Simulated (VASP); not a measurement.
Crystal: BeAl3.

```
CELL_PARAMETERS angstrom
-1.94219 1.94219 3.85189
1.94219 -1.94219 3.85189
1.94219 1.94219 -3.85189
ATOMIC_POSITIONS crystal
Al 0.50000 0.50000 0.00000
Al 0.25000 0.75000 0.50000
Al 0.75000 0.25000 0.50000
Be 0.00000 0.00000 0.00000
```

The cell comes from a database or a generator and needn't be the stable form of this composition.

* Program: VASP 6.6.1
* Task: single point
* Functional: PBE
* Potentials or basis: VASP PAW PBE potentials, release 64 (Al, Be)
* Cutoff: 520 eV
* k mesh: 10 × 10 × 10
* Occupations: fermi-dirac, width 0.05 eV
* Spin: no spin polarisation

On this cell: pressure 0.7 GPa; largest force under 0.003 eV/Å; band gap on the k mesh none (metal or under the smearing width).

The same run follows on a disturbed copy (atoms moved at random, drawn with an rms of 0.05 Å):

```xyz
4
Lattice="-1.9422 1.9422 3.8519 1.9422 -1.9422 3.8519 1.9422 1.9422 -3.8519" Properties=species:S:1:pos:R:3 pbc="T T T"
Al   -0.0177   -0.0446    3.8649
Al    1.9305   -0.0283    1.9653
Al    0.0251    1.9182    1.9788
Be   -0.0128    0.0032    0.0326
```

Problem. What does the disturbed cell give?

Solution. The energy (extrapolated to zero smearing) moves by +2.8 meV/atom; pressure 0.8 GPa; largest force 0.301 eV/Å; band gap on the k mesh none (metal or under the smearing width).

Forces on the atoms (eV/Å):
```
Al   0.087  0.117  0.264
Al   0.127  0.000 -0.110
Al  -0.226 -0.055 -0.167
Be   0.011 -0.063  0.014
```

Stress tensor (GPa, compression positive):
```
 0.32  0.01 -0.24
 0.01  0.60  0.06
-0.24  0.06  1.33
```
